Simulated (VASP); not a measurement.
Calculation: PBE GGA, VASP's PBE PAW potentials (set 64) (plane waves; VASP 6.6.1).

Input for VASP

INCAR:
```
! general
SYSTEM = Al
PREC   = Accurate
ENCUT  = 400
LREAL  = F
LASPH  = T   ! aspherical one-centre terms

! electronic loop
EDIFF  = 1E-6   ! SCF stop (eV)
NELM   = 100
ALGO   = Normal

! smearing
ISMEAR = 1   ! Methfessel-Paxton
SIGMA  = 0.1

! functional
GGA    = PE

! ions
ISIF   = 2

! output
LWAVE  = F
LCHARG = F
```

### POSCAR
```
Al
1
    0.0000000000     2.0250000000     2.0250000000
    2.0250000000     0.0000000000     2.0250000000
    2.0250000000     2.0250000000     0.0000000000
Al
1
Direct
  0.0000000000   0.0000000000   0.0000000000
```

KPOINTS:
```
Automatic mesh
0
Gamma
  14 14 14
0 0 0
```

POTCAR, in this order: Al (PBE.64 set). Program: vasp_std.

What VASP printed:

### OSZICAR
```
       N       E                     dE             d eps       ncg     rms          rms(c)
DAV:   1    -0.226865744913E+01   -0.22687E+01   -0.75475E+02  1220   0.254E+02
DAV:   2    -0.374982307949E+01   -0.14812E+01   -0.13436E+01  1365   0.259E+01
DAV:   3    -0.376014036224E+01   -0.10317E-01   -0.10109E-01  1400   0.246E+00
DAV:   4    -0.376017014750E+01   -0.29785E-04   -0.29785E-04  1440   0.125E-01
DAV:   5    -0.376017033776E+01   -0.19026E-06   -0.18978E-06  1400   0.773E-03    0.130E+00
DAV:   6    -0.374698633854E+01    0.13184E-01   -0.17392E-03  1240   0.310E-01    0.755E-01
DAV:   7    -0.373735297638E+01    0.96334E-02   -0.52202E-03  1260   0.501E-01    0.146E-01
DAV:   8    -0.373734890560E+01    0.40708E-05   -0.25108E-05  1295   0.529E-02    0.682E-03
DAV:   9    -0.373734745694E+01    0.14487E-05   -0.10426E-06  1260   0.694E-03    0.118E-03
DAV:  10    -0.373734708461E+01    0.37233E-06   -0.58137E-09   765   0.807E-04
   1 F= -.37373471E+01 E0= -.37374705E+01  d E =0.370301E-03
```

OUTCAR:
```
------------------------ aborting loop because EDIFF is reached ----------------------------------------
  FORCE on cell =-STRESS in cart. coord.  units (eV):
  Direction    XX          YY          ZZ          XY          YZ          ZX
  --------------------------------------------------------------------------------------
  Total       -0.0873859     -0.0873859     -0.0873859      0.0000000      0.0000000      0.0000000
  in kB       -8.4303713     -8.4303713     -8.4303713      0.0000000      0.0000000      0.0000000
  external PRESSURE =      -8.4303713 kB  Pullay stress =       0.0000000 kB
  volume of cell :       16.61
      direct lattice vectors                 reciprocal lattice vectors
     0.000000000  2.025000000  2.025000000    -0.246913580  0.246913580  0.246913580
     2.025000000  0.000000000  2.025000000     0.246913580 -0.246913580  0.246913580
     2.025000000  2.025000000  0.000000000     0.246913580  0.246913580 -0.246913580
 POSITION                                       TOTAL-FORCE (eV/Angst)
 -----------------------------------------------------------------------------------
      0.00000      0.00000      0.00000         0.000000     -0.000000     -0.000000
 -----------------------------------------------------------------------------------
    total drift:                                0.000000     -0.000000     -0.000000
  FREE ENERGIE OF THE ION-ELECTRON SYSTEM (eV)
  ---------------------------------------------------
  free  energy   TOTEN  =        -3.7373470846 eV

  energy  without entropy=       -3.7377173854  energy(sigma->0) =       -3.73747052
```
(Selected blocks of OUTCAR.)

### OUTCAR
```
 val. band max:        7.8410222232   @ k =  -0.2857   0.5000   0.2143

 cond. band min:       7.8992358318   @ k =  -0.3571   0.4286   0.2143


 Fermi energy:         7.8960340891

 k-point     1 :       0.0000    0.0000    0.0000
  band No.  band energies     occupation
      1      -3.1573      2.00000
      2      20.5180      0.00000
      3      20.5180      0.00000
      4      20.5180      0.00000
      5      21.9576      0.00000

 k-point     2 :       0.0714    0.0000    0.0000
  band No.  band energies     occupation
      1      -3.0192      2.00000
      2      18.3751      0.00000
      3      20.0519      0.00000
      4      20.0519      0.00000
      5      22.6166      0.00000

 k-point     3 :       0.1429    0.0000    0.0000
  band No.  band energies     occupation
      1      -2.6057      2.00000
      2      15.4984      0.00000
      3      19.4143      0.00000
      4      19.4143      0.00000
      5      22.5321      0.00000

 k-point     4 :       0.2143    0.0000    0.0000
  band No.  band energies     occupation
      1      -1.9193      2.00000
      2      12.6976      0.00000
      3      18.9471      0.00000
      4      18.9471      0.00000
      5      22.3085      0.00000

 k-point     5 :       0.2857    0.0000    0.0000
  band No.  band energies     occupation
      1      -0.9637      2.00000
      2      10.0673      0.00000
      3      18.6961      0.00000
      4      18.6961      0.00000
      5      22.0064      0.00000

 k-point     6 :       0.3571    0.0000    0.0000
  band No.  band energies     occupation
      1       0.2557      2.00000
      2       7.6409      2.00184
      3      18.6717      0.00000
      4      18.6717      0.00000
      5      20.8919      0.00000

 k-point     7 :       0.4286    0.0000    0.0000
  band No.  band energies     occupation
      1       1.7321      2.00000
      2       5.4373      2.00000
      3      18.8779      0.00000
...
```

The compound is Al in the fcc structure. The cell was not relaxed at this level.
